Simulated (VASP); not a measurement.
```xyz
2
Lattice="0.0000 2.5700 2.5700 2.5700 0.0000 2.5700 2.5700 2.5700 0.0000" Properties=species:S:1:pos:R:3 pbc="T T T"
Li     0.0000     0.0000     0.0000
Cl     2.5700     2.5700     2.5700
```

The numbers are results of PBE GGA, VASP's PBE PAW potentials (set 64) (plane waves; VASP), not measurements. Numerical set-up: 520 eV cut-off, 9×9×9 Γ-centred mesh, Gaussian smearing of 0.010 eV, potentials Li_sv Cl.

Q: Give the electronic dielectric tensor ε∞ (DFPT, local fields included).

A: 
```
2.96  0.00  0.00
0.00  2.96  0.00
0.00  0.00  2.96
```

Q: Give the Born effective charges.

A: 
```
atom   Z*xx   Z*yy   Z*zz   mean
----  -----  -----  -----  -----
Li1    1.19   1.19   1.19   1.19
Cl2   -1.19  -1.19  -1.19  -1.19
```

Q: And the static tensor with the ions free?

A: 
```
14.8  0.00  0.00
0.00  14.8  0.00
0.00  0.00  14.8
```

Q: Which frequencies do the optical Γ-point modes have (no LO-TO splitting)?

A: 172 (×3) cm⁻¹.

The compound is LiCl in the rock salt structure. The cell was not relaxed at this level.
